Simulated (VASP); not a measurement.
Given:

```yaml
crystal:
  lattice:
    - [2.14330, -5.28378, 0.00000]
    - [2.14330, 5.28378, 0.00000]
    - [0.00000, 0.00000, 3.83365]
  atoms:
    - { symbol: Y, position: [0.14063, 0.85937, 0.25000] }
    - { symbol: Y, position: [0.85937, 0.14063, 0.75000] }
    - { symbol: Si, position: [0.42448, 0.57552, 0.25000] }
    - { symbol: Si, position: [0.57552, 0.42448, 0.75000] }
```

Calculation: LDA (Ceperley-Alder, Perdew-Zunger), VASP's LDA PAW potentials (set 64) (plane waves; VASP). Numerical set-up: 300 eV cut-off, 6×6×6 Γ-centred mesh, Fermi-Dirac smearing of 0.10 eV, potentials Y_sv Si.

At this cut-off the stress carries a Pulay error, which pulls relaxed volumes low.

Give the force on each atom (eV/Å).

```csv
atom,Fx,Fy,Fz
Y1,0.000,0.103,0.000
Y2,0.000,-0.103,0.000
Si3,0.000,0.020,0.000
Si4,0.000,-0.020,0.000
```

Give the stress tensor in GPa (positive for a compressed cell).

```
-5.38   0.00   0.00
 0.00  -5.08   0.00
 0.00   0.00  -4.20
```
The pressure is its mean diagonal, -4.89 GPa.

The structure comes from a computed database's YSi entry (Cmcm); how it stands against other phases isn't given here. The cell was not relaxed at this level.
